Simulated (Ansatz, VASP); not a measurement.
# Cross-check of Sn between VASP and Ansatz, part 3 of 4

Aim: how closely do two programs agree when they are given the same cell, functional and k mesh? Of the first pair: The structure shown is the end of the Ansatz relaxation below.

VASP 6.6.1 and Ansatz 0.2.0.

So far: Starting point; Ansatz: relaxation, PBEsol; VASP: single point, PBEsol.

## (3) VASP: single point, PBEsol (continued)

Level of this step: PBEsol; plane waves and PAW (Sn_d) (VASP).

Numbers of over 12 decimals in the logs are rounded to 6 here.

From OUTCAR (step 3):

```text
ion  position               nearest neighbor table
   1  0.500  0.500  0.500-   2 2.85   2 2.85   2 2.85   2 2.85
   2  0.750  0.750  0.750-   1 2.85   1 2.85   1 2.85   1 2.85

  LATTYP: Found a trigonal (rhomboedric) cell.
 ALAT       =     4.6512155450
 COS(alpha) =     0.4985285970

 Subroutine GETGRP returns: Found 12 space group operations
 (whereof  6 operations were pure point group operations)

The static configuration has the point symmetry C_3v.
 The point group associated with its full space group is D_3d.

   k-points           NKPTS =   1728   k-points in BZ     NKDIM =   1728   number of bands    NBANDS=     20

   dimension x,y,z NGX =    36 NGY =   36 NGZ =   36
   dimension x,y,z NGXF=    72 NGYF=   72 NGZF=   72

   ENCUT  =  500.0 eV  36.75 Ry    6.06 a.u.   8.48  8.48  8.48*2*pi/ulx,y,z

   NELECT =      28.0000    total number of electrons

 k-points in reciprocal lattice and weights: Points of the shifted mesh
   0.04166667  0.04166667  0.04166667       0.001
   0.04166667  0.04166667  0.12500000       0.001
   0.04166667  0.04166667  0.20833333       0.001
   0.04166667  0.04166667  0.29166667       0.001
   0.04166667  0.04166667  0.37500000       0.001
   0.04166667  0.04166667  0.45833333       0.001
   0.04166667  0.04166667  0.54166667       0.001
   0.04166667  0.04166667  0.62500000       0.001
   0.04166667  0.04166667  0.70833333       0.001
[...]
0.95833333  0.95833333  0.87500000       0.001
   0.95833333  0.95833333  0.95833333       0.001

 average (electrostatic) potential at core
       1-101.7103       2-101.7103

 E-fermi :   5.0590

 k-point     1 :       0.0417    0.0417    0.0417
  band No.  band energies     occupation
    ...
      8     -16.1389      2.00000
      9     -16.1295      2.00000
     10     -16.1295      2.00000
     11      -5.2872      2.00000
     12       3.8315      2.00000
     13       5.0910      0.00260
     14       5.0910      0.00260
     15       5.2769      0.00000
     16       7.2348      0.00000
     17       7.2348      0.00000
    ...

 k-point     2 :       0.0417    0.0417    0.1250
  band No.  band energies     occupation
    ...
     10     -16.1156      2.00000
     11      -5.2013      2.00000
     12       3.0657      2.00000
     13       4.7345      2.00000
     14       5.0258      1.99826
     15       5.6175      0.00000
     16       7.3279      0.00000
     17       7.3754      0.00000
     18       7.7656      0.00000
     19      10.4281      0.00000
    ...

 k-point     3 :       0.0417    0.0417    0.2083
  band No.  band energies     occupation
    ...
     10     -16.1041      2.00000
     11      -4.9905      2.00000
     12       1.9417      2.00000
     13       4.3752      2.00000
     14       4.7676      2.00000
     15       5.6217      0.00000
     16       7.6584      0.00000
     17       7.8321      0.00000
     18       8.5388      0.00000
     19      11.1442      0.00000
    ...

  Total       -0.3794817     -0.3794817     -0.3794817      0.0014855      0.0014855      0.0014855
  in kB       -8.5263008     -8.5263008     -8.5263008      0.0333758      0.0333758      0.0333758
  external PRESSURE =      -8.5263008 kB  Pullay stress =       0.0000000 kB

  energy-cutoff  :      500.00
  volume of cell :       71.31
      direct lattice vectors                 reciprocal lattice vectors
    -0.004837530  3.288904274  3.288904274    -0.151691311  0.151914757  0.151914757
     3.288904274 -0.004837530  3.288904274     0.151914757 -0.151691311  0.151914757
     3.288904274  3.288904274 -0.004837530     0.151914757  0.151914757 -0.151691311

 POSITION                                       TOTAL-FORCE (eV/Angst)
 -----------------------------------------------------------------------------------
      3.28527      3.28527      3.28527         0.000312      0.000312      0.000312
      4.93094      4.93094      4.93094        -0.000312     -0.000312     -0.000312
 -----------------------------------------------------------------------------------
    total drift:                                0.000000      0.000000      0.000000

  FREE ENERGIE OF THE ION-ELECTRON SYSTEM (eV)
  ---------------------------------------------------
  free  energy   TOTEN  =        -8.4622402915 eV

  energy  without entropy=       -8.4622398632  energy(sigma->0) =       -8.46224008

 total charge
# of ion       s       p       d       tot
------------------------------------------
    1        1.168   1.169   9.966  12.303
    2        1.168   1.169   9.966  12.303
--------------------------------------------------
tot          2.336   2.338  19.931  24.606

[... 3 further parts left out ...]
```

The run ends at a pressure of -0.85 GPa, with forces up to 5.4e-4 eV/Å.

## (4) Comparison

Known differences besides the potentials themselves: the cutoff is 420 eV in Ansatz and 500 eV in VASP; Ansatz makes its cores anew for this functional, VASP keeps those of its PBE data sets; Ansatz's pressure holds a Pulay correction, VASP's none. Total energies have different zeros and are not compared.

The two programs side by side:

| quantity | Ansatz | VASP | difference |
| --- | --- | --- | --- |
| pressure (GPa) | -0.79 | -0.85 | +0.06 |

## (5) Ansatz: zone-centre phonons, PBEsol

Second derivatives magnify differences that forces hide, and they need a tight electronic threshold. The cell compared in this pair holds 62.92 Å³, against 71.31 Å³ for the pair before.

The cell is taken from a series of runs on this material, whose earlier steps may have relaxed, scaled, displaced or heated it; both programs get it as it stands.

Contents of input.yaml:

```yaml
crystal:
  lattice:
    - [-0.0012676404, 3.1561952839, 3.1561952839]
    - [3.1561952839, -0.0012676404, 3.1561952839]
    - [3.1561952839, 3.1561952839, -0.0012676404]
  atoms:
    - { symbol: Sn, position: [0.4999342612, 0.4999342612, 0.4999342612] }
    - { symbol: Sn, position: [0.7500657388, 0.7500657388, 0.7500657388] }
kpoints:
  mp_grid: { grid: [12, 12, 12], shift: [0.5, 0.5, 0.5] }
hamiltonian:
  xc: pbesol
  pseudopotentials: { kind: paw, azcp: { folder: soft_1 }, xc_functional: pbe }
scf:
  occupations: { method: gaussian, width: 0.015 }
output:
  eigenvalues: true
phonons:
  method: dfpt
```

Started as:

```sh
$ ansatz run input.yaml --threads 4 --pin off --max-ram 10240MiB --backend cpu --events-out ev --progress --plain --runs-dir out
```

Log:

```text
[...]
Crystal: 2 atoms, lattice volume = 62.919 Å³
Basis set: ecut = 420 eV, 1243 PW (Γ), exchange–correlation on 64×64×64 points (8 copies of the dense FFT grid, shifted against one another)
Bands: 18, of which v1, the nominal top of the filled ones, is band 14 counted from 1 (13 counted from 0)
Symmetry: 12 space group operations
k-points: 468 of 1728 (irreducible under 2 space group operations, time reversal used)
[...]
k mesh reduced under 2 symmetry operations, with k and −k counted as one. Each operation leaves every solved perturbation unchanged. A smaller set is not used because it would not reduce the number of displacements times k-points to solve
  ASR residual: 1.065e-5 → 0.000e0 eV/Å²; symmetrization residual: 3.331e-12 eV/Å²
  ASR residual per site (eV/Å²): 1.06e-5 1.06e-5
  Γ frequencies (cm⁻¹): 0.00 0.00 0.00 212.46 212.46 212.48
  non-analytic LO–TO correction: not included (Born effective charges unavailable; polar crystals: no LO–TO splitting at Γ)
[key lines of the parts left out:]
SCF converged after 9 iterations
Free energy (F): -11899.535344 eV
Fermi energy:    8.908688 eV
```

(Part 3 of 4 ends here.)

[Lines on the potential files, build, host, timing and source positions are cut from VASP's logs without a mark.]

[Logs are printed without paths, hosts, clocks, repeated set-up lines and the standing remarks that a program may print on its own settings, such as how far it seeks lower states.]

[Hosts, paths, dates, database ids (printed as entryN), source tags and the programs' standing remarks are cut or masked in the printed files.]
